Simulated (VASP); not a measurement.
A VASP calculation is set up with these files.

File POSCAR:
```
PbTe
1.0
  0.0000000000   3.3085311988   3.3085311988
  3.3085311988   0.0000000000   3.3085311988
  3.3085311988   3.3085311988   0.0000000000
Te Pb
1 1
direct
  0.5000000000   0.5000000000   0.5000000000
  0.0000000000   0.0000000000   0.0000000000
```

KPOINTS:
```
Automatic mesh
0
Gamma
7 7 7
0 0 0
```

INCAR:
```
! general
SYSTEM   = PbTe
PREC     = Accurate
ENCUT    = 520
LREAL    = .False.
LASPH    = .True.

! electronic loop
EDIFF    = 1E-7
NELM     = 100
ALGO     = Normal
LMAXMIX  = 4

! smearing
ISMEAR   = 0
SIGMA    = 0.05

! functional
GGA      = BO
LUSE_VDW = .True.
AGGAC    = 0.0
PARAM1   = 0.1833333333
PARAM2   = 0.22

! ions
ISIF     = 2

! output
LWAVE    = .False.
LCHARG   = .False.
```

POTCAR, in this order: Te Pb_d (PBE.64 set). Program: vasp_std.

**Question.** Translate this optB88-vdW calculation to Quantum ESPRESSO's pw.x.

**Answer.** One equivalent input (not run):
```
&CONTROL
  calculation = 'scf'
  pseudo_dir = './pseudo'
  outdir = './out'
  tprnfor = .true.
  tstress = .true.
/
&SYSTEM
  ibrav = 0
  nat = 2
  ntyp = 2
  ecutwfc = 82.3
  occupations = 'smearing'
  smearing = 'gaussian'
  degauss = 0.003675
  input_dft = 'vdw-df-obk8'
/
&ELECTRONS
  conv_thr = 7.3e-09
  electron_maxstep = 100
/
ATOMIC_SPECIES
  Te 127.600 Te.upf
  Pb 207.200 Pb.upf
CELL_PARAMETERS angstrom
     0.0000000    3.3085312    3.3085312
     3.3085312    0.0000000    3.3085312
     3.3085312    3.3085312    0.0000000
ATOMIC_POSITIONS crystal
  Te   0.5000000  0.5000000  0.5000000
  Pb   0.0000000  0.0000000  0.0000000
K_POINTS automatic
  7 7 7 0 0 0
```
The two are equivalent in intent, not identical: the potentials are each code's own (VASP's PAW set, PseudoDojo norm-conserving files in pw.x), so ENCUT and ecutwfc are chosen apart and not converted; conv_thr bounds pw.x's estimated SCF error, while EDIFF bounds the energy change between steps.

The compound is PbTe in the rock salt structure. This cell is one point of a volume scan, at 1.03 of the reference volume.
